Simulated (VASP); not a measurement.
# Which magnetic order does FeCuSO take?

Is FeCuSO a ferromagnet or an antiferromagnet at this level? The start is a cell from a database of measured crystal structures.

Program: VASP 6.6.1. Level of theory: r2SCAN, DFT+U (Cu d 5 eV, Fe d 3 eV), spin-polarised from a ferromagnetic start; plane waves and PAW (Cu, Fe, S, O), in the first sound run; inputs show where later runs differ. Results are calculated unless marked as measured.

Most raw output is cut from this account.

## 1. The starting structure

It takes space group P4/nmm (No. 129, tetragonal). Conventional cell: a = 3.822 Å, b = 3.822 Å, c = 8.645 Å, α = 90.00°, β = 90.00°, γ = 90.00°. Nearest to Cu lie 4 S at 2.34 Å. Fe has 4 O at 2.02 Å nearest. Nearest to S lie 4 Cu at 2.34 Å. Nearest to O lie 4 Fe at 2.02 Å. Farther neighbours and most contacts between anions are not listed.

As a file:

```cif
data_structure
_symmetry_space_group_name_H-M 'P4/nmm:1'
_symmetry_Int_Tables_number 129
_cell_length_a 3.8219
_cell_length_b 3.8219
_cell_length_c 8.6450
_cell_angle_alpha 90.000
_cell_angle_beta 90.000
_cell_angle_gamma 90.000
_cell_volume 126.28
loop_
_atom_site_label
_atom_site_type_symbol
_atom_site_symmetry_multiplicity
_atom_site_Wyckoff_symbol
_atom_site_fract_x
_atom_site_fract_y
_atom_site_fract_z
_atom_site_occupancy
Cu1 Cu 2 b 0.50000 0.50000 0.50000 1
Fe1 Fe 2 a 0.00000 0.00000 0.00000 1
S1 S 2 c 0.00000 0.50000 0.65580 1
O1 O 2 c 0.00000 0.50000 0.07440 1
```

## 2. Relax in the ferromagnetic state

All later runs share one geometry, relaxed here from a start with parallel moments; where they turned over, the text says so.

Contents of INCAR:

```
SYSTEM = FeCuSO
PREC = Normal
ENCUT = 480
EDIFF = 1E-05
NELM = 120
ISMEAR = 0
SIGMA = 0.05
LREAL = .FALSE.
ALGO = Normal
METAGGA = R2SCAN
LASPH = .TRUE.
NBANDS = 48
ISPIN = 2
MAGMOM = 0.6 0.6 3 3 0 0 0 0
LDAU = .TRUE.
LDAUTYPE = 2
LDAUL = 2 2 -1 -1
LDAUU = 5 3 0 0
LDAUJ = 0 0 0 0
LDAUPRINT = 1
LMAXMIX = 4
LORBIT = 11
LWAVE = .FALSE.
LCHARG = .FALSE.
IBRION = 2
NSW = 30
ISIF = 3
EDIFFG = -0.02
POTIM = 0.4
```

Contents of POSCAR:

```
FeCuSO
1.0
    3.8219000000      0.0000000000      0.0000000000
    0.0000000000      3.8219000000      0.0000000000
    0.0000000000      0.0000000000      8.6450000000
Cu Fe S O
2 2 2 2
Direct
    0.5000000000      0.5000000000      0.5000000000
    0.0000000000      0.0000000000      0.5000000000
    0.0000000000      0.0000000000      0.0000000000
    0.5000000000      0.5000000000      0.0000000000
    0.0000000000      0.5000000000      0.6558000000
    0.5000000000      0.0000000000      0.3442000000
    0.0000000000      0.5000000000      0.0744000000
    0.5000000000      0.0000000000      0.9256000000
```

Contents of KPOINTS:

```
Automatic mesh
0
Gamma
5 5 2
0 0 0
```

The projector-augmented-wave data sets are Cu, Fe, S and O (PBE family, release 64).

Run with:

```
$ mpirun -np 1 vasp_std
```

The job ended after 25 min (1 MPI rank of Intel Xeon 6975P-C (Granite Rapids), shared host; peak memory 0.24 GiB).

The magnetic state follows from one typed start and may not be the lowest. The k-mesh is coarse for a metal. The PAW data sets were made with PBE, which is usual practice but a small mismatch for other functionals. After so large a change of volume the plane waves of the start cell no longer fit, so the final stress carries a basis-set error. The run keeps the 16 symmetry operations of its start, so it cannot find a distortion of lower symmetry.

Step by step (22 of 27):

| step | energy less that of the first step (eV) | largest force (eV/Å) | pressure (GPa) | volume (Å³) |
| --- | --- | --- | --- | --- |
| 1 | 0.0000 | 0.4698 | -4.07 | 126.28 |
| 2 | -0.1191 | 0.5066 | 0.16 | 120.49 |
| 3 | -0.1237 | 0.6532 | 1.62 | 118.95 |
| 5 | -0.4113 | 0.5177 | 1.74 | 111.27 |
| 6 | -0.4316 | 0.0978 | -1.80 | 113.82 |
| 7 | -0.4348 | 0.2070 | -1.10 | 113.13 |
| 8 | -0.4498 | 0.1084 | -0.72 | 112.54 |
| 10 | -0.4571 | 0.1105 | 0.16 | 111.27 |
| 11 | -0.4571 | 0.1091 | 0.42 | 111.00 |
| 12 | -0.4584 | 0.0610 | 0.34 | 110.97 |
| 13 | -0.4589 | 0.0741 | 0.17 | 110.95 |
| 15 | -0.4592 | 0.0221 | -0.26 | 111.17 |
| 16 | -0.4592 | 0.0334 | -0.13 | 111.14 |
| 17 | -0.4592 | 0.0243 | -0.27 | 111.15 |
| 18 | -0.4593 | 0.0380 | 0.07 | 110.89 |
| 20 | -0.4593 | 0.0287 | -0.07 | 110.97 |
| 21 | -0.4593 | 0.0279 | 0.06 | 110.91 |
| 22 | -0.4593 | 0.0360 | 0.12 | 110.94 |
| 23 | -0.4593 | 0.0358 | -0.23 | 110.95 |
| 25 | -0.4593 | 0.0344 | -0.05 | 110.95 |
| 26 | -0.4594 | 0.0209 | 0.07 | 110.91 |
| 27 | -0.4595 | 0.0159 | 0.04 | 110.87 |

| cell as run | before | after | change |
| --- | --- | --- | --- |
| a (Å) | 3.822 | 3.829 | +0.2 % |
| b (Å) | 3.822 | 3.829 | +0.2 % |
| c (Å) | 8.645 | 7.562 | -12.5 % |
| volume (Å³/atom) | 15.78 | 13.86 | -12.2 % |

The atoms that moved most (Å, as changes of fractional coordinates times the final cell):

| atom | dx | dy | dz | length |
| --- | --- | --- | --- | --- |
| S6 | 0.000 | 0.000 | -0.136 | 0.136 |
| S5 | 0.000 | 0.000 | 0.136 | 0.136 |

Final coordinates:

```xyz
8
Lattice="3.8290 0.0000 0.0000 0.0000 3.8290 0.0000 0.0000 0.0000 7.5624" Properties=species:S:1:pos:R:3 pbc="T T T"
Cu    1.9145    1.9145    3.7812
Cu    0.0000    0.0000    3.7812
Fe    0.0000    0.0000    0.0000
Fe    1.9145    1.9145    0.0000
S     0.0000    1.9145    5.0952
S     1.9145    0.0000    2.4672
O     0.0000    1.9145    0.5625
O     1.9145    0.0000    6.9998
```

This step gave:

```yaml
electronic_cycles: 179
electrons: 62
free_energy_toten: -77.9275 eV
energy_at_zero_smearing: -77.9261 eV
fermi_energy: 4.669 eV
moment_of_the_cell_from_the_last_line_of_the_log: 9.187 μB
labelled_metallic_from_the_levels_on_this_mesh: yes
```

Spin moment in the PAW sphere by atom:

| atom | spin moment in the PAW sphere (μB) |
| --- | --- |
| Cu1 | 0.06 |
| Cu2 | 0.06 |
| Fe3 | 4.04 |
| Fe4 | 4.04 |
| S5 | 0.10 |
| S6 | 0.10 |
| O7 | 0.31 |
| O8 | 0.31 |

The run ended after 27 ionic steps, 0.459 eV below its first step, once forces and stress met EDIFFG = -0.02.

## 3. Magnetic order, start order fm, signs ++++

This step: r2SCAN, DFT+U (Cu d 5 eV, Fe d 3 eV), spin-polarised, from parallel moments; plane waves and PAW (Cu, Fe, S, O) (VASP 6.6.1).

Each run starts from other signs of the moments at the same geometry and cutoff; gentle mixing helps it keep them. Any wave vector in a name is a fraction of the reciprocal vectors of the first cell as typed.

Contents of INCAR:

```
SYSTEM = FeCuSO
PREC = Normal
ENCUT = 480
EDIFF = 1E-06
NELM = 150
ISMEAR = 0
SIGMA = 0.05
LREAL = .FALSE.
ALGO = Normal
METAGGA = R2SCAN
LASPH = .TRUE.
NBANDS = 45
ISPIN = 2
MAGMOM = 0.6 0.6 3 3 0 0 0 0
LDAU = .TRUE.
LDAUTYPE = 2
LDAUL = 2 2 -1 -1
LDAUU = 5 3 0 0
LDAUJ = 0 0 0 0
LDAUPRINT = 1
LMAXMIX = 4
LORBIT = 11
LWAVE = .FALSE.
LCHARG = .TRUE.
AMIX = 0.2
BMIX = 1E-04
AMIX_MAG = 0.8
BMIX_MAG = 1E-04
```

Contents of POSCAR:

```
FeCuSO
1.0
    3.8289529429      0.0000000000      0.0000000000
    0.0000000000      3.8289529429      0.0000000000
    0.0000000000      0.0000000000      7.5623732574
Cu Fe S O
2 2 2 2
Direct
    0.5000000000      0.5000000000      0.5000000000
    0.0000000000      0.0000000000      0.5000000000
    0.0000000000      0.0000000000      0.0000000000
    0.5000000000      0.5000000000      0.0000000000
    0.0000000000      0.5000000000      0.6737580009
    0.5000000000      0.0000000000      0.3262419991
    0.0000000000      0.5000000000      0.0743867379
    0.5000000000      0.0000000000      0.9256132621
```

KPOINTS is that of step 2.

Run with:

```
$ mpirun -np 1 vasp_std
```

Wall time 4.3 min (1 MPI rank); peak memory 0.25 GiB.

Numbers from this step:

```
electronic cycles                                 : 38
free energy (TOTEN)                               : -77.9177 eV
energy at zero smearing                           : -77.9163 eV
moment of the cell, from the last line of the log : 9.188 μB
```

Spin density in the ac plane at fractional y = 0.000, with atoms of Cu and Fe and S and O within 0.2 Å of it.

Ten even steps from '_' (0.0 e/Å³) to '@' (5.8 e/Å³), each cell a mean:
```
##++..__________________--**
--::__________..________..::
____________________________
____________________________
____________________________
____________________________
____________________________
____________________________
____________________________
____________________________
____________________________
____________________________
____________________________
____________________________
____________________________
____________________________
____________________________
____________________________
____________________________
____________________________
____________________________
....______________________..
**==..__________________::++
@@##::__________________--%%
```
Columns run along a (3.8 Å), rows up along c (7.6 Å). Atoms in or near the plane, at fractional coordinates: Cu at (0.00, 0.50), Fe at (0.00, 0.00), S at (0.50, 0.33), O at (0.50, 0.93).

Valence density in the ac plane at fractional y = 0.000, with atoms of Cu and Fe and S and O within 0.2 Å of it. It is the smooth field of the valence electrons, not physical close to the nuclei.

Ten steps, logarithmic in the rise over the least value, from '0' (0 e/Å³) to '9' (16 e/Å³), each cell a mean:
```
77533577753357
55324678753245
22123577643112
00012345431100
00001122210000
00000000000000
00000000000000
10000000000001
22100000000112
54210000001134
87521000011368
99631111112479
98632222222368
76423334333346
32223443443222
11224420343211
00123432343210
00123444432110
00012333332100
00011122211000
11101111110111
43211111111124
76421222221256
87532345432367
```
Columns run along a (3.8 Å), rows up along c (7.6 Å). Atoms in or near the plane, at fractional coordinates: Cu at (0.00, 0.50), Fe at (0.00, 0.00), S at (0.50, 0.33), O at (0.50, 0.93).

The largest moment at the end is 4.04 μB, and the moments of the cell sum to 9.19 μB.

## 4. Magnetic order, start order AFM 1, signs +-+-

This step: r2SCAN, DFT+U (Cu d 5 eV, Fe d 3 eV), spin-polarised, from moments of both signs; plane waves and PAW (Cu, Fe, S, O) (VASP 6.6.1).

INCAR: that of step 3 with these lines changed.

```diff
@@ -13,3 +13,3 @@
 ISPIN = 2
-MAGMOM = 0.6 0.6 3 3 0 0 0 0
+MAGMOM = 0.6 -0.6 3 -3 0 0 0 0
 LDAU = .TRUE.
```

POSCAR is that of step 3.

KPOINTS is that of step 3.

Run with:

```
$ mpirun -np 1 vasp_std
```

Run time: 3.9 min. Hardware: 1 MPI rank; peak memory 0.25 GiB.

This step gave:

```
electronic cycles       : 35
free energy (TOTEN)     : -77.3722 eV
energy at zero smearing : -77.3683 eV
Fermi energy            : 4.807 eV
```

Spin moment in the PAW sphere by atom:

| atom | spin moment in the PAW sphere (μB) |
| --- | --- |
| Cu1 | -0.01 |
| Cu2 | 0.01 |
| Fe3 | 4.04 |
| Fe4 | -4.04 |
| S5 | 0.00 |
| S6 | 0.00 |
| O7 | 0.00 |
| O8 | 0.00 |

Force by atom:

| atom | x (eV/Å) | y (eV/Å) | z (eV/Å) | size |
| --- | --- | --- | --- | --- |
| Cu1 | 0.000 | 0.000 | 0.000 | 0.000 |
| Cu2 | 0.000 | 0.000 | 0.000 | 0.000 |
| Fe3 | 0.000 | 0.000 | 0.000 | 0.000 |
| Fe4 | 0.000 | 0.000 | 0.000 | 0.000 |
| S5 | 0.000 | 0.000 | 0.152 | 0.152 |
| S6 | 0.000 | 0.000 | -0.152 | 0.152 |
| O7 | 0.000 | 0.000 | -0.171 | 0.171 |
| O8 | 0.000 | 0.000 | 0.171 | 0.171 |

Spin density in the ac plane at fractional y = 0.000, with atoms of Cu and Fe and S and O within 0.2 Å of it.

Values in e/Å³, 24 rows by 14 columns, each cell a mean:
```
4.4 3.2 1.1 0.2 0.0 0.0 0.0 0.0 0.0 0.0 0.0 0.3 1.7 3.6
1.7 1.2 0.4 0.1 0.0 0.0 0.0 0.0 0.0 0.0 0.0 0.1 0.7 1.4
0.2 0.2 0.1 0.0 0.0 0.0 0.0 0.0 0.0 0.0 0.0 0.0 0.1 0.2
0.0 0.0 0.0 0.0 0.0 0.0 0.0 0.0 0.0 0.0 0.0 0.0 0.0 0.0
0.0 0.0 0.0 0.0 0.0 0.0 0.0 0.0 0.0 0.0 0.0 0.0 0.0 0.0
0.0 0.0 0.0 0.0 0.0 0.0 0.0 0.0 0.0 0.0 0.0 0.0 0.0 0.0
0.0 0.0 0.0 0.0 0.0 0.0 0.0 0.0 0.0 0.0 0.0 0.0 0.0 0.0
0.0 0.0 0.0 0.0 0.0 0.0 0.0 0.0 0.0 0.0 0.0 0.0 0.0 0.0
0.0 0.0 0.0 0.0 0.0 0.0 0.0 0.0 0.0 0.0 0.0 0.0 0.0 0.0
0.0 0.0 0.0 0.0 0.0 0.0 0.0 0.0 0.0 0.0 0.0 0.0 0.0 0.0
0.0 0.0 0.0 0.0 0.0 0.0 0.0 0.0 0.0 0.0 0.0 0.0 0.0 0.0
0.0 0.0 0.0 0.0 0.0 0.0 0.0 0.0 0.0 0.0 0.0 0.0 0.0 0.0
0.0 0.0 0.0 0.0 0.0 0.0 0.0 0.0 0.0 0.0 0.0 0.0 0.0 0.0
0.0 0.0 0.0 0.0 0.0 0.0 0.0 0.0 0.0 0.0 0.0 0.0 0.0 0.0
0.0 0.0 0.0 0.0 0.0 0.0 0.0 0.0 0.0 0.0 0.0 0.0 0.0 0.0
0.0 0.0 0.0 0.0 0.0 0.0 0.0 0.0 0.0 0.0 0.0 0.0 0.0 0.0
0.0 0.0 0.0 0.0 0.0 0.0 0.0 0.0 0.0 0.0 0.0 0.0 0.0 0.0
0.0 0.0 0.0 0.0 0.0 0.0 0.0 0.0 0.0 0.0 0.0 0.0 0.0 0.0
0.0 0.0 0.0 0.0 0.0 0.0 0.0 0.0 0.0 0.0 0.0 0.0 0.0 0.0
0.0 0.0 0.0 0.0 0.0 0.0 0.0 0.0 0.0 0.0 0.0 0.0 0.0 0.0
0.1 0.1 0.1 0.0 0.0 0.0 0.0 0.0 0.0 0.0 0.0 0.0 0.1 0.1
0.8 0.6 0.2 0.1 0.0 0.0 0.0 0.0 0.0 0.0 0.0 0.1 0.4 0.7
3.5 2.5 0.9 0.2 0.0 0.0 0.0 0.0 0.0 0.0 0.1 0.3 1.4 2.8
5.7 4.0 1.5 0.3 0.0 0.0 0.0 0.0 0.0 0.0 0.1 0.5 2.2 4.6
```
Columns run along a (3.8 Å), rows up along c (7.6 Å). Atoms in or near the plane, at fractional coordinates: Cu at (0.00, 0.50), Fe at (0.00, 0.00), S at (0.50, 0.33), O at (0.50, 0.93).

Valence density in the ac plane at fractional y = 0.000, with atoms of Cu and Fe and S and O within 0.2 Å of it. It is the smooth field of the valence electrons, not physical close to the nuclei.

Ten steps, logarithmic in the rise over the least value, from '0' (0 e/Å³) to '9' (16 e/Å³), each cell a mean:
```
77533577753357
65324678753245
22123577643112
10012345431101
00001122210000
00000000000000
00000000000000
10000000000001
22100000000112
54210000001134
87521000011368
99631111112479
98632222222368
76423334333346
32223443443222
11224420343211
00123432343210
00123444432110
00012333332100
00011122211100
11111111111111
44211111111124
76421222221256
87532345432367
```
Columns run along a (3.8 Å), rows up along c (7.6 Å). Atoms in or near the plane, at fractional coordinates: Cu at (0.00, 0.50), Fe at (0.00, 0.00), S at (0.50, 0.33), O at (0.50, 0.93).

The largest moment at the end is 4.04 μB, and the moments of the cell sum to 0.00 μB.

## 5. Magnetic order, start order ferri 2, signs ++--

INCAR: that of step 4 with these lines changed.

```diff
@@ -13,3 +13,3 @@
 ISPIN = 2
-MAGMOM = 0.6 -0.6 3 -3 0 0 0 0
+MAGMOM = 0.6 0.6 -3 -3 0 0 0 0
 LDAU = .TRUE.
@@ -23,3 +23,3 @@
 LWAVE = .FALSE.
-LCHARG = .TRUE.
+LCHARG = .FALSE.
 AMIX = 0.2
```

POSCAR is that of step 4.

KPOINTS is that of step 4.

Run with:

```
$ mpirun -np 1 vasp_std
```

It took 3.1 min on 1 MPI rank; peak memory 0.24 GiB.

Spin moment in the PAW sphere by atom:

| atom | spin moment in the PAW sphere (μB) |
| --- | --- |
| Cu1 | -0.06 |
| Cu2 | -0.06 |
| Fe3 | -4.04 |
| Fe4 | -4.04 |
| S5 | -0.10 |
| S6 | -0.10 |
| O7 | -0.31 |
| O8 | -0.31 |

The largest moment at the end is 4.04 μB, and the moments of the cell sum to -9.19 μB.

## 6. Magnetic order, start order AFM 3, signs +--+

INCAR: that of step 5 with these lines changed.

```diff
@@ -13,3 +13,3 @@
 ISPIN = 2
-MAGMOM = 0.6 0.6 -3 -3 0 0 0 0
+MAGMOM = 0.6 -0.6 -3 3 0 0 0 0
 LDAU = .TRUE.
```

POSCAR is that of step 5.

KPOINTS is that of step 5.

Run with:

```
$ mpirun -np 1 vasp_std
```

Run time: 3.5 min. Hardware: 1 MPI rank; peak memory 0.24 GiB.

Spin moment in the PAW sphere by atom:

| atom | spin moment in the PAW sphere (μB) |
| --- | --- |
| Cu1 | 0.01 |
| Cu2 | -0.01 |
| Fe3 | -4.04 |
| Fe4 | 4.04 |
| S5 | 0.00 |
| S6 | 0.00 |
| O7 | 0.00 |
| O8 | 0.00 |

The largest moment at the end is 4.04 μB, and the moments of the cell sum to 0.00 μB.

## 7. Magnetic order, start order ferri 4, signs +-++

INCAR: that of step 6 with these lines changed.

```diff
@@ -13,3 +13,3 @@
 ISPIN = 2
-MAGMOM = 0.6 -0.6 -3 3 0 0 0 0
+MAGMOM = 0.6 -0.6 3 3 0 0 0 0
 LDAU = .TRUE.
```

POSCAR is that of step 6.

KPOINTS is that of step 6.

Run with:

```
$ mpirun -np 1 vasp_std
```

Wall time 3.5 min (1 MPI rank); peak memory 0.24 GiB.

Spin moment in the PAW sphere by atom:

| atom | spin moment in the PAW sphere (μB) |
| --- | --- |
| Cu1 | 0.06 |
| Cu2 | 0.06 |
| Fe3 | 4.04 |
| Fe4 | 4.04 |
| S5 | 0.10 |
| S6 | 0.10 |
| O7 | 0.31 |
| O8 | 0.31 |

The largest moment at the end is 4.04 μB, and the moments of the cell sum to 9.19 μB.

## 8. Magnetic order, start order ferri 5, signs +++-

INCAR: that of step 7 with these lines changed.

```diff
@@ -13,3 +13,3 @@
 ISPIN = 2
-MAGMOM = 0.6 -0.6 3 3 0 0 0 0
+MAGMOM = 0.6 0.6 3 -3 0 0 0 0
 LDAU = .TRUE.
```

POSCAR is that of step 7.

KPOINTS is that of step 7.

Run with:

```
$ mpirun -np 1 vasp_std
```

The job ended after 4.2 min (1 MPI rank; peak memory 0.25 GiB).

The largest moment at the end is 4.04 μB, and the moments of the cell sum to 0.00 μB.

## 9. Comparing the runs

Times are for 1 MPI rank of Intel Xeon 6975P-C (Granite Rapids), shared host. The runs compared:

| no. | start order | energy at zero smearing less the lowest (eV) | moment of the cell, from the last line of the log (μB) | time | memory (GiB) |
| --- | --- | --- | --- | --- | --- |
| 1 | fm | 0 | 9.188 | 4.3 min | 0.25 |
| 2 | afm 1 | 0.5480 | 0 | 3.9 min | 0.25 |
| 3 | ferri 2 | 3.27e-6 | -9.187 | 3.1 min | 0.24 |
| 4 | afm 3 | 0.5480 | 0 | 3.5 min | 0.24 |
| 5 | ferri 4 | 1.19e-6 | 9.188 | 3.5 min | 0.24 |
| 6 | ferri 5 | 0.5480 | 8.00e-4 | 4.2 min | 0.25 |

## 10. No spin polarisation

This step: r2SCAN, DFT+U (Cu d 5 eV, Fe d 3 eV), no spin polarisation; plane waves and PAW (Cu, Fe, S, O) (VASP 6.6.1).

A run without spin shows what magnetism as such gains.

INCAR: that of step 8 with these lines changed.

```diff
@@ -11,5 +11,3 @@
 LASPH = .TRUE.
-NBANDS = 45
-ISPIN = 2
-MAGMOM = 0.6 0.6 3 -3 0 0 0 0
+NBANDS = 39
 LDAU = .TRUE.
```

POSCAR is that of step 8.

KPOINTS is that of step 8.

Run with:

```
$ mpirun -np 1 vasp_std
```

Elapsed: 80 s, on 1 MPI rank; peak memory 0.19 GiB.

This run has no spin polarisation, so a moment on Cu and Fe, if there is one, isn't seen.

Numbers from this step:

* electronic cycles: 25
* free energy (TOTEN): -70.1380 eV
* energy at zero smearing: -70.1299 eV
* Fermi energy: 4.129 eV

Force by atom:

| atom | x (eV/Å) | y (eV/Å) | z (eV/Å) | size |
| --- | --- | --- | --- | --- |
| Cu1 | 0.00 | 0.00 | 0.00 | 0.00 |
| Cu2 | 0.00 | 0.00 | 0.00 | 0.00 |
| Fe3 | 0.00 | 0.00 | 0.00 | 0.00 |
| Fe4 | 0.00 | 0.00 | 0.00 | 0.00 |
| S5 | 0.00 | 0.00 | 0.06 | 0.06 |
| S6 | 0.00 | 0.00 | -0.06 | 0.06 |
| O7 | 0.00 | 0.00 | -1.11 | 1.11 |
| O8 | 0.00 | 0.00 | 1.11 | 1.11 |

Energy at zero smearing: -70.12991 eV.

## 11. Summary

This step: collinear magnetic orders, r2SCAN, DFT+U (Cu d 5 eV, Fe d 3 eV); plane waves and PAW (VASP 6.6.1).

This step runs nothing: it gathers the runs above.

Numbers from this step:

- mean moment in the lowest run: 4.041 μB

Orders, by row:

| order | signs | energy above the lowest (meV/magnetic atom) | total moment (μB) | mean moment on carriers (μB) | gap on the mesh (eV) | signs at the end, of the atoms given a moment |
| --- | --- | --- | --- | --- | --- | --- |
| fm | ++++ | 0 | 9.188 | 4.041 | 0 | 00++ |
| afm 1 | +-+- | 274 | 0 | 4.041 | 0 | 00+- |
| ferri 2 | ++-- | 0 | -9.187 | 4.041 | 0 | 00-- |
| afm 3 | +--+ | 274 | 0 | 4.041 | 0 | 00-+ |
| ferri 4 | +-++ | 0 | 9.188 | 4.04 | 0 | 00++ |
| ferri 5 | +++- | 274 | 8.00e-4 | 4.04 | 0 | 00+- |
| nm |  | 3893 | 0 | 0 | 0 | - |

## 12. Magnetic order, other settings

This step: r2SCAN, DFT+U (Cu d 5 eV, Fe d 3 eV), spin-polarised, from parallel moments; plane waves and PAW (Cu, Fe, S, O) (VASP 6.6.1).

The run is repeated with some settings moved, to see what they change.

Contents of INCAR:

```
SYSTEM = FeCuSO
PREC = Normal
ENCUT = 480
EDIFF = 1E-05
NELM = 120
ISMEAR = 0
SIGMA = 0.05
LREAL = .FALSE.
ALGO = Normal
METAGGA = R2SCAN
LASPH = .TRUE.
NBANDS = 48
ISPIN = 2
MAGMOM = 0.6 0.6 3 3 0 0 0 0
LDAU = .TRUE.
LDAUTYPE = 2
LDAUL = 2 2 -1 -1
LDAUU = 5 3 0 0
LDAUJ = 0 0 0 0
LDAUPRINT = 1
LMAXMIX = 4
LORBIT = 11
LWAVE = .FALSE.
LCHARG = .FALSE.
NELECT = 61.5
ISYM = 0
```

POSCAR is that of step 10.

KPOINTS is that of step 10.

Run with:

```
$ mpirun -np 1 vasp_std
```

Elapsed: 4.5 min, on 1 MPI rank; peak memory 0.32 GiB.

Settings moved on purpose: ISYM = 0 and NELECT = 61.5. The run ended without an error; the comparison shows what it cost.

The two runs differ by 0.50 electrons, so their total energies can't be compared.

Against the run that it repeats, EDIFF, NBANDS and AMIX also differ.

Side by side:

| quantity | this run | the run it repeats | difference |
| --- | --- | --- | --- |
| energy at zero smearing (eV) | -80.194 | -77.916 | -2.28 |
| free energy (TOTEN) (eV) | -80.197 | -77.918 | -2.28 |
| Fermi energy (eV) | 4.5413 | 4.6689 | -0.128 |
| moment of the cell, from the last line of the log (μB) | 9.6041 | 9.188 | 0.416 |
| electronic cycles | 22 | 38 | -16 |

## 13. What came out

```
mean moment in the lowest run : 4.04 μB
```

In words: The crystal is layered and no dispersion term is used, so the spacing and binding between its layers, and what hangs on them, are unreliable. The lowest run started as fm and holds 4.04 μB on average over the atoms that kept a moment; the next state, from afm 1, lies 274.0 meV a magnetic atom higher. The starts fm, ferri 2 and ferri 4 ended within 0.5 meV of each other, with moments of like size, so they probably reached one state. It ends with the signs 00++ and a net moment of 9.19 μB a cell: the moments given at the start all parallel. The starts fm, afm 1, ferri 2, afm 3, ferri 4 and ferri 5 ended with other signs than typed, or lost moments. Differences of 274 meV a magnetic atom are large for orders alone; such runs may also hold other orbital or spin states. On this k mesh the moments and energy differences of a metal are not converged, and no denser mesh was tried, so the order found is tentative. Cu started with a moment and ended without one in every run, so it isn't counted among the magnetic atoms. No other collinear orders were tried, and their comparison leaves spin-orbit coupling out.

[Lines on the potential files, build, host, timing and source positions are cut from VASP's logs without a mark.]

[Logs are printed without paths, hosts, clocks, repeated set-up lines and the standing remarks that a program may print on its own settings, such as how far it seeks lower states.]

[Hosts, paths, dates, database ids (printed as entryN), source tags and the programs' standing remarks are cut or masked in the printed files.]

[In band tables of VASP the shares of atoms and orbitals are scaled to a sum of 1 inside the atoms' spheres.]

[Runs that stopped without an error message from VASP are left out.]
